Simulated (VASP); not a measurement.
NaH (rock salt): the band gap from VASP (plane waves, PAW) at several levels of theory. Gaps are without spin-orbit coupling. Each level names its cell: its own relaxed one, PBE's, or the starting one. A gap is the smallest over the k-mesh and a band path; hybrids may have named points in place of the path, and GW has the mesh alone. mBJ is a potential without an energy functional, so only the levels count.

```
level                    band gap (eV)
-----------------------  -------------
LDA (own cell)                    3.55
PBE (own cell)                    3.76
PBEsol (own cell)                 3.60
RPBE (own cell)                   3.89
AM05 (own cell)                   3.63
PBE-D3(BJ) (own cell)             3.88
PBE-D4 (own cell)                 3.80
optB88-vdW (own cell)             4.02
rev-vdW-DF2 (own cell)            3.86
revTPSS (own cell)                4.37
SCAN (own cell)                   4.40
r2SCAN (own cell)                 4.43
r2SCAN+rVV10 (own cell)           4.40
mBJ (TB09) (PBE cell)             6.62
HSE06 (PBE cell)                  4.82
HSEsol (PBE cell)                 4.67
B3LYP (PBE cell)                  5.45
Hartree-Fock (PBE cell)          11.59
```

The cell of the LDA (own cell) run:

```yaml
crystal:
  lattice:
    - [0.00000, 2.34456, 2.34456]
    - [2.34456, 0.00000, 2.34456]
    - [2.34456, 2.34456, 0.00000]
  atoms:
    - { symbol: Na, position: [0.00000, 0.00000, 0.00000] }
    - { symbol: H, position: [0.50000, 0.50000, 0.50000] }
```

Only levels that ran to the end are used. Left out are those held back, those with too coarse a band path, GW runs whose mesh misses a band edge, hybrids' fits of cells that aren't cubic and levels without matching references; a question may draw on a part of the rest.

The compound is NaH in the rock salt structure.
